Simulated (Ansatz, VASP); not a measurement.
# Cross-check of AlN between VASP and Ansatz, part 2 of 3

One calculation is typed for both programs; each brings its own data sets. How far apart do they land? The cell is taken from a series of runs on this material, whose earlier steps may have relaxed, scaled, displaced or heated it; both programs get it as it stands.

VASP 6.6.1 and Ansatz 0.2.0.

So far: Set-up; VASP: zone-centre phonons, LDA, pair 1.

### Step 3. Ansatz: zone-centre phonons, LDA, pair 1

Level of this step: Ansatz beside VASP: Kohn-Sham DFT, plane waves, LDA (Ansatz).

Ansatz runs on its PAW soft_1 files.

The same cell, functional (in two slightly different forms) and mesh now go to Ansatz, which takes its cutoff from its data sets.

Contents of input.yaml:

```yaml
crystal:
  lattice:
    - [0.0, 2.0961205232, 2.0961205232]
    - [2.0961205232, 0.0, 2.0961205232]
    - [2.0961205232, 2.0961205232, 0.0]
  atoms:
    - { symbol: "N", position: [0.25, 0.25, 0.25] }
    - { symbol: Al, position: [0.0, 0.0, 0.0] }
kpoints:
  mp_grid: { grid: [12, 12, 12] }
hamiltonian:
  xc: lda
  pseudopotentials: { kind: paw, azcp: { folder: soft_1 }, xc_functional: pbe }
scf:
  occupations: { method: fixed }
output:
  eigenvalues: true
phonons:
  method: dfpt
  dielectric: true
  rigid_motions: translations
```

On the command line:

```sh
ansatz run input.yaml --threads 4 --pin off --max-ram 10240MiB --backend cpu --events-out ev --progress --plain --runs-dir out
```

Numbers of over 12 decimals in the logs are rounded to 6 here.

Output:

```text
Engine: ansatz 0.2.0, x86_64-unknown-linux-gnu
Pseudopotentials: kind: paw
Pseudopotential: N, paw, valence charge 5, recommended cutoff 420 eV (normal), soft_1/N.paw.azcp
Pseudopotential: Al, paw, valence charge 3, recommended cutoff 420 eV (normal), soft_1/Al.paw.azcp
Functional definition: SPW92
  exchange = slater_x
  correlation = pw_c
Crystal: 2 atoms, lattice volume = 18.420 Å³
Basis set: ecut = 420 eV, 339 PW (Γ), exchange–correlation on 40×40×40 points (8 copies of the dense FFT grid, shifted against one another)
Bands: 8, of which v1, the nominal top of the filled ones, is band 4 counted from 1 (3 counted from 0)
Symmetry: 24 space group operations
k-points: 280 of 1728 (irreducible under 4 space group operations, time reversal used)
Non-local potential: N, projectors of the file, l = 0: 2, l = 1: 2, l = 2: 1
Non-local potential: Al, projectors of the file, l = 0: 2, l = 1: 2, l = 2: 1
PAW form: soft (Blöchl's): semilocal exchange-correlation on the pseudo side does not see the compensation charge
PAW frozen core: N, regenerated for the run's functional, and the local potential with it (the file was generated under x = pbe(κ = 0.804, μ = 0.219515), c = pbe(β = 0.066725))
PAW frozen core: Al, regenerated for the run's functional, and the local potential with it (the file was generated under x = pbe(κ = 0.804, μ = 0.219515), c = pbe(β = 0.066725))
PAW one-centre angular grid: N, 110 points (default); XC on 64 Gauss nodes
PAW one-centre angular grid: Al, 110 points (default); XC on 64 Gauss nodes
Initial density: superposition of atomic densities (chi_scale 0.1, normalization cell, long waves kept (reshape's long-wave potential 0.00 eV rms))
Initial wavefunctions: pseudopotential atomic-orbital guess
Functional: x = slater, c = lda
SCF iter   1: F=—  HF=-891.460550 eV  |F-HF|=—  |Δ(HF+E_count)|=         —  Δρ=1.58e-1  dr2=5.21e0  ethr=3.10e-3  ⟨swp⟩=4.1  Hψ=14547  notcnv=0  defer=22
preconditioner: auto → none  [insulator: Δε(μ)=5.906 eV  Ē_g=17.783 eV  n_scr=0 (ndim 8)  ℏωp=24.5 eV  f_vac=0.000  ε∞_Penn≈2.9]
SCF iter   2: F=—  HF=-889.871925 eV  |F-HF|=—  |Δ(HF+E_count)|=    1.59e0  Δρ=7.68e-2  dr2=6.03e-1  ethr=3.10e-3  ⟨swp⟩=2.7  Hψ=7013  notcnv=0  defer=408
SCF iter   3: F=—  HF=-889.674345 eV  |F-HF|=—  |Δ(HF+E_count)|=   1.98e-1  Δρ=2.30e-2  dr2=4.71e-2  ethr=3.10e-3  ⟨swp⟩=2.4  Hψ=4862  notcnv=0  defer=543
SCF iter   4: F=—  HF=-889.651996 eV  |F-HF|=—  |Δ(HF+E_count)|=   2.23e-2  Δρ=7.11e-4  dr2=3.36e-5  ethr=5.89e-4  ⟨swp⟩=2.0  Hψ=2944  notcnv=0  defer=558
SCF iter   5: F=—  HF=-889.651978 eV  |F-HF|=—  |Δ(HF+E_count)|=   1.74e-5  Δρ=2.32e-4  dr2=4.07e-6  ethr=4.20e-7  ⟨swp⟩=2.0  Hψ=3370  notcnv=0  defer=548
SCF iter   6: F=—  HF=-889.651976 eV  |F-HF|=—  |Δ(HF+E_count)|=   2.22e-6  Δρ=3.55e-5  dr2=1.15e-7  ethr=5.09e-8  ⟨swp⟩=2.0  Hψ=3360  notcnv=0  defer=20
SCF iter   7: F=—  HF=-889.651976 eV  |F-HF|=—  |Δ(HF+E_count)|=   2.55e-7  Δρ=5.65e-6  dr2=3.34e-9  ethr=1.43e-9  ⟨swp⟩=2.0  Hψ=3289  notcnv=0  defer=8
SCF iter   8: F=-889.651976 eV  HF=-889.651976 eV  |F-HF|=2.27e-13  |Δ(HF+E_count)|=  8.71e-10  Δρ=9.87e-8  dr2=8.50e-13  ethr=1.25e-12  ⟨swp⟩=6.6  Hψ=10895  notcnv=0
SCF 1 converged in 8 iterations: F = -889.651976 eV  dr2 = 8.50e-13
  greatest PAW one-centre occupation: 0.791 electrons in one spin orbital (limit 2), on the N atom at site 0 (counted from 0), in its partial waves of l = 0
NSCF: frozen V_eff on 1 k-points
DFPT response loops at Γ: preconditioner auto → none (the input reference at scf.mixing.eps_inf says where Resta's filter doesn't serve); β = 0.50; Broyden in place of MSR1
SCF converged after 8 iterations
Free energy (F): -889.651976 eV
Harris-Foulkes:  -889.651976 eV  (|F-HF|=2.27e-13)
Internal energy: -889.651976 eV  (E = F + TS)
E sigma→0 (E₀):  -889.651976 eV
Fermi energy:    8.021131 eV
--- Per-component energies (eV) ---
  E_band       = 22.275416
  E_kinetic    = 161.602562
  E_local      = -198.110037  (includes V_loc(G=0)·N_el)
  E_nonlocal   = 47.883558
  E_hartree    = 72.989969
  E_xc         = -99.579443
  E_vxc        = -108.621849  (∫ρ·V_xc dr)
  E_paw        = -565.537517  (= ΣΔE_a)
  E_vpaw       = -26.459632  (= ΣTr[D̂ρ^β])
  E_aug_tail   = 0.000866  (compensation charges beyond the density's cutoff)
  E_ewald      = -309.037695
  E_core_change = 0.135761  (= ΣΔE_core)
  E_smearing   = -0.000000  (= −TS)
  E_closure    = 0.000000  (closes the sum)
  Σ components = -889.651976   (vs F -889.651976, Δ=0.00e0)
--- Band table (eV; the first three rows and the last of 280) ---
  k-point 0: bands = ["-7.5347", "8.0211", "8.0211", "8.0211", "13.3892", "21.6322", "21.6322", "21.6322"]
  k-point 1: bands = ["-7.4155", "7.4369", "7.9840", "7.9840", "13.8374", "21.3533", "21.7440", "21.7440"]
  k-point 2: bands = ["-7.0685", "6.1132", "7.8858", "7.8858", "14.7332", "20.7055", "21.7544", "21.7544"]
  k-point 279: bands = ["-4.1726", "4.0755", "4.1190", "5.0312", "14.2666", "19.9848", "21.0645", "21.8120"]
--- Phonons (Γ-DFPT): 2 representative perturbations + reference, on 280 of 1728 k-points (Σ response iterations 6) ---
  k mesh reduced under 4 symmetry operations, with k and −k counted as one. Each operation leaves every solved perturbation unchanged. A smaller set is not considered because the run solves the response to a homogeneous field
  ASR residual: 8.202e-5 → 0.000e0 eV/Å²; symmetrization residual: 4.492e-7 eV/Å²
  ASR residual per site (eV/Å²): 8.20e-5 5.38e-7
  Γ frequencies (cm⁻¹): 0.00 0.00 0.00 770.18 770.18 770.18
  ε∞ (high-frequency dielectric tensor):
        4.396296     0.000000     0.000000
       -0.000000     4.396296     0.000000
        0.000000     0.000000     4.396296
  ε⁰ (static dielectric tensor: ions relaxed, cell fixed):
        7.524515     0.000000     0.000000
       -0.000000     7.524515     0.000000
        0.000000     0.000000     7.524515
  ε⁰ − ε∞ (ionic part):
        3.128219    -0.000000     0.000000
       -0.000000     3.128219     0.000000
        0.000000     0.000000     3.128219
  softest optical mode at Γ: 770.18 cm⁻¹; the repairs (sum rule, projections) moved no ω² at Γ by more than (1.28 cm⁻¹)²
  Born effective charges Z* (e; rows j = field, columns β = displacement):
    site 0:
        -2.53073    0.00000   -0.00000
        -0.00000   -2.53073   -0.00000
        -0.00000    0.00000   -2.53073
    site 1:
         2.53073   -0.00000    0.00000
         0.00000    2.53073    0.00000
         0.00000   -0.00000    2.53073
  Z* charge neutrality: 3.667e-6 e pre-enforcement
  k-mesh period / interband length: 35.6 Å / 1.61 Å = 22.13 at k = (0.0000, -0.5000, -0.5000), direct gap 5.200 eV — 14 or more, which is no proof of convergence
  optical modes at Γ without the LO–TO term, one row a degenerate level:
      ω (cm⁻¹)  modes    IR ((D/Å)²/amu)
        770.18      3            48.0756
  optical modes at Γ + LO–TO along q̂ = [1.0000, 0.0000, 0.0000]:
      ω (cm⁻¹)  modes    IR ((D/Å)²/amu)
        770.18      2            32.0504
       1007.60      1            16.0252
  optical modes at Γ + LO–TO along q̂ = [0.0000, 1.0000, 0.0000]:
      ω (cm⁻¹)  modes    IR ((D/Å)²/amu)
        770.18      2            32.0504
       1007.60      1            16.0252
  optical modes at Γ + LO–TO along q̂ = [0.0000, 0.0000, 1.0000]:
      ω (cm⁻¹)  modes    IR ((D/Å)²/amu)
        770.18      2            32.0504
       1007.60      1            16.0252
```

Reading the cycles: dr2 is the Hartree energy of the density residual (eV), the measure of convergence; HF is the Harris–Foulkes estimate of the energy, which meets the free energy F at convergence.

### Step 4. Side by side

Known differences besides the potentials themselves: fixed occupations in Ansatz, narrow Gaussian smearing in VASP; the cutoff is 420 eV in Ansatz and 600 eV in VASP; VASP's log shows a relativistic correction to its local exchange, Ansatz's none. Total energies have different zeros and are not compared.

The two programs side by side:

```csv
quantity,Ansatz,VASP,difference
ε∞ xx,4.40,4.39,+0.08 %
ε∞ yy,4.40,4.39,+0.08 %
ε∞ zz,4.40,4.39,+0.08 %
Born charge of N1 (mean of the diagonal) (e),-2.53,-2.52,-0.01
Born charge of Al2 (mean of the diagonal) (e),2.53,2.52,+0.01
optical mode 1 to 3 (cm⁻¹),770.2,776.9,-0.87 %
```

Modes are paired by rising frequency, not by their patterns, so a pair may set unlike modes beside each other; they are those without the splitting of longitudinal modes.

### Step 5. VASP: zone-centre phonons, LDA, pair 2

Second derivatives magnify differences that forces hide, and they need a tight electronic threshold. The cell compared in this pair holds 18.83 Å³, against 18.42 Å³ for the pair before.

Contents of INCAR:

```
SYSTEM = AlN
PREC = Accurate
ENCUT = 600
EDIFF = 1E-08
NELM = 120
ISMEAR = 0
SIGMA = 0.01
LREAL = .FALSE.
ALGO = Normal
GGA = PW92
NBANDS = 10
LORBIT = 11
LWAVE = .FALSE.
LCHARG = .FALSE.
ISIF = 2
IBRION = 8
LEPSILON = .TRUE.
LASPH = .TRUE.
GGA_COMPAT = .FALSE.
EFERMI = MIDGAP
KPAR = 2
```

Contents of POSCAR:

```
AlN
1.0
    0.0000000000      2.1115337276      2.1115337276
    2.1115337276      0.0000000000      2.1115337276
    2.1115337276      2.1115337276      0.0000000000
N Al
1 1
Direct
    0.2500000000      0.2500000000      0.2500000000
    0.0000000000      0.0000000000      0.0000000000
```

Contents of KPOINTS:

```
Automatic mesh
0
Gamma
12 12 12
0 0 0
```

Potentials, in the order of the species: N and Al (LDA family, release 64).

On the command line:

```sh
mpirun -np 2 vasp_std
```

Output:

```text
[banner, memory and clock lines left out]
running    2 mpi-ranks, on    1 nodes
[...]
[... a notice as in an earlier step ...]

 LDA part: xc-table for (Slater(with rela. corr.)+PW92), standard interpolation
 POSCAR, INCAR and KPOINTS ok, starting setup
[...]
entering main loop
       N       E                     dE             d eps       ncg     rms          rms(c)
DAV:   1     0.980990477653E+01    0.98099E+01   -0.44516E+03  1512   0.769E+02
DAV:   2    -0.182949131961E+02   -0.28105E+02   -0.27014E+02  1710   0.139E+02
DAV:   3    -0.190607539993E+02   -0.76584E+00   -0.76472E+00  1710   0.215E+01
DAV:   4    -0.190638590449E+02   -0.31050E-02   -0.31049E-02  1626   0.161E+00
[...]
DAV:  10    -0.162806611275E+02   -0.19183E-04   -0.43796E-05  1572   0.488E-02    0.347E-02
DAV:  11    -0.162806604149E+02    0.71258E-06   -0.12193E-06  1594   0.726E-03    0.461E-03
DAV:  12    -0.162806604238E+02   -0.88892E-08   -0.42649E-08  1598   0.179E-03
   1 F= -.16280660E+02 E0= -.16280660E+02  d E =0.000000E+00
[...]
force on displaced ion       1 direction 1 : -19.265  -0.000  -0.000
 Born effective charge ion    1 direction 1 :  -2.519   0.000   0.000
 Linear response progress:
  Degree of freedom:   2/  2
       N       E                     dE             d eps       ncg     rms          rms(c)
RMM:   1    -0.640026905788E-02   -0.64003E-02   -0.50947E-03 12930   0.694E-01
RMM:   2    -0.583296201811E-02    0.56731E-03   -0.20512E-04  8620   0.113E-01    0.995E-02
RMM:   3    -0.572336546729E-02    0.10960E-03   -0.53540E-05  8968   0.561E-02    0.533E-02
RMM:   4    -0.575444765939E-02   -0.31082E-04   -0.42046E-05  8895   0.526E-02    0.812E-03
RMM:   5    -0.576064868348E-02   -0.62010E-05   -0.15276E-06  9077   0.737E-03    0.753E-04
RMM:   6    -0.576003325165E-02    0.61543E-06    0.67255E-08  9157   0.588E-04    0.327E-04
RMM:   7    -0.575922336762E-02    0.80988E-06    0.10502E-07  9196   0.388E-04    0.276E-05
RMM:   8    -0.575924692517E-02   -0.23558E-07    0.18927E-10  9368   0.346E-05    0.110E-05
RMM:   9    -0.575923698019E-02    0.99450E-08    0.33313E-09  9652   0.944E-06    0.652E-07
 first order change of Fermi-energy   0.48453E-04
 force on displaced ion       2 direction 1 : -19.263  -0.000  -0.000
 Born effective charge ion    2 direction 1 :   2.519   0.000   0.000
 Born effective charges drift removed
 Linear response finished
```

OUTCAR, selected parts (step 5):

```text
  Total        2.5008782      2.5008782      2.5008782      0.0000000      0.0000000      0.0000000
  in kB      212.8036424    212.8036424    212.8036424      0.0000000      0.0000000      0.0000000
  external PRESSURE =     212.8036424 kB  Pullay stress =       0.0000000 kB

 POSITION                                       TOTAL-FORCE (eV/Angst)
 -----------------------------------------------------------------------------------
      1.05577      1.05577      1.05577        -0.000000     -0.000000      0.000000
      0.00000      0.00000      0.00000         0.000000      0.000000     -0.000000
 -----------------------------------------------------------------------------------
    total drift:                               -0.000000     -0.000000     -0.000000

 MACROSCOPIC STATIC DIELECTRIC TENSOR (including local field effects in DFT)
 ------------------------------------------------------
           4.417455    -0.000000    -0.000000
           0.000000     4.417455     0.000000
           0.000000     0.000000     4.417455
 ------------------------------------------------------

 MACROSCOPIC STATIC DIELECTRIC TENSOR IONIC CONTRIBUTION
 ------------------------------------------------------
           3.166166    -0.000000    -0.000000
          -0.000000     3.166166     0.000000
          -0.000000     0.000000     3.166166
 ------------------------------------------------------

[... 1 part as in an earlier step ...]

[... 1 further part left out ...]
```

### Step 6. Ansatz: zone-centre phonons, LDA, pair 2

The same cell, functional (in two slightly different forms) and mesh now go to Ansatz, which takes its cutoff from its data sets.

The cell is taken from a series of runs on this material, whose earlier steps may have relaxed, scaled, displaced or heated it; both programs get it as it stands.

input.yaml, the sections that differ from step 3:

```yaml
crystal:
  lattice:
    - [0.0, 2.1115337276, 2.1115337276]
    - [2.1115337276, 0.0, 2.1115337276]
    - [2.1115337276, 2.1115337276, 0.0]
  atoms:
    - { symbol: "N", position: [0.25, 0.25, 0.25] }
    - { symbol: Al, position: [0.0, 0.0, 0.0] }
# kpoints, hamiltonian, scf, output, phonons: as in step 3
```

On the command line:

```sh
ansatz run input.yaml --threads 4 --pin off --max-ram 10240MiB --backend cpu --events-out ev --progress --plain --runs-dir out
```

Output:

```text
[...]
Crystal: 2 atoms, lattice volume = 18.829 Å³
Basis set: ecut = 420 eV, 339 PW (Γ), exchange–correlation on 40×40×40 points (8 copies of the dense FFT grid, shifted against one another)
Bands: 8, of which v1, the nominal top of the filled ones, is band 4 counted from 1 (3 counted from 0)
Symmetry: 24 space group operations
k-points: 280 of 1728 (irreducible under 4 space group operations, time reversal used)
[...]
optical modes at Γ + LO–TO along q̂ = [1.0000, 0.0000, 0.0000]:
      ω (cm⁻¹)  modes    IR ((D/Å)²/amu)
[...]
optical modes at Γ + LO–TO along q̂ = [0.0000, 1.0000, 0.0000]:
      ω (cm⁻¹)  modes    IR ((D/Å)²/amu)
        747.49      2            32.1217
        985.00      1            16.0608
  optical modes at Γ + LO–TO along q̂ = [0.0000, 0.0000, 1.0000]:
      ω (cm⁻¹)  modes    IR ((D/Å)²/amu)
        747.49      2            32.1217
        985.00      1            16.0608
[key lines of the parts left out:]
SCF converged after 8 iterations
Free energy (F): -889.712828 eV
Fermi energy:    7.769802 eV
```

### Step 7. Differences

Compared:

```csv
quantity,Ansatz,VASP,difference
ε∞ xx,4.42,4.42,+0.08 %
ε∞ yy,4.42,4.42,+0.08 %
ε∞ zz,4.42,4.42,+0.08 %
Born charge of N1 (mean of the diagonal) (e),-2.53,-2.52,-0.01
Born charge of Al2 (mean of the diagonal) (e),2.53,2.52,+0.01
optical mode 1 to 3 (cm⁻¹),747.5,753.9,-0.85 %
```

Modes are paired by rising frequency, not by their patterns, so a pair may set unlike modes beside each other; they are those without the splitting of longitudinal modes.

### Step 8. Ansatz: zone-centre phonons, LDA, pair 3

Second derivatives magnify differences that forces hide, and they need a tight electronic threshold. The cell compared in this pair holds 19.24 Å³, against 18.83 Å³ for the pair before.

The cell is taken from a series of runs on this material, whose earlier steps may have relaxed, scaled, displaced or heated it; both programs get it as it stands.

input.yaml, the sections that differ from step 6:

```yaml
crystal:
  lattice:
    - [0.0, 2.1267251401, 2.1267251401]
    - [2.1267251401, 0.0, 2.1267251401]
    - [2.1267251401, 2.1267251401, 0.0]
  atoms:
    - { symbol: "N", position: [0.25, 0.25, 0.25] }
    - { symbol: Al, position: [0.0, 0.0, 0.0] }
# kpoints, hamiltonian, scf, output, phonons: as in step 6
```

Output:

```text
[...]
Crystal: 2 atoms, lattice volume = 19.238 Å³
Basis set: ecut = 420 eV, 339 PW (Γ), exchange–correlation on 48×48×48 points (8 copies of the dense FFT grid, shifted against one another)
Bands: 8, of which v1, the nominal top of the filled ones, is band 4 counted from 1 (3 counted from 0)
Symmetry: 24 space group operations
k-points: 280 of 1728 (irreducible under 4 space group operations, time reversal used)
[...]
optical modes at Γ + LO–TO along q̂ = [1.0000, 0.0000, 0.0000]:
      ω (cm⁻¹)  modes    IR ((D/Å)²/amu)
[...]
optical modes at Γ + LO–TO along q̂ = [0.0000, 1.0000, 0.0000]:
      ω (cm⁻¹)  modes    IR ((D/Å)²/amu)
        725.66      2            32.1919
        963.21      1            16.0959
  optical modes at Γ + LO–TO along q̂ = [0.0000, 0.0000, 1.0000]:
      ω (cm⁻¹)  modes    IR ((D/Å)²/amu)
        725.66      2            32.1919
        963.21      1            16.0959
[key lines of the parts left out:]
SCF converged after 8 iterations
Free energy (F): -889.757761 eV
Fermi energy:    7.528414 eV
```

(Part 2 of 3 ends here.)

[Lines on the potential files, build, host, timing and source positions are cut from VASP's logs without a mark.]

[Logs are printed without paths, hosts, clocks, repeated set-up lines and the standing remarks that a program may print on its own settings, such as how far it seeks lower states.]

[Hosts, paths, dates, database ids (printed as entryN), source tags and the programs' standing remarks are cut or masked in the printed files.]
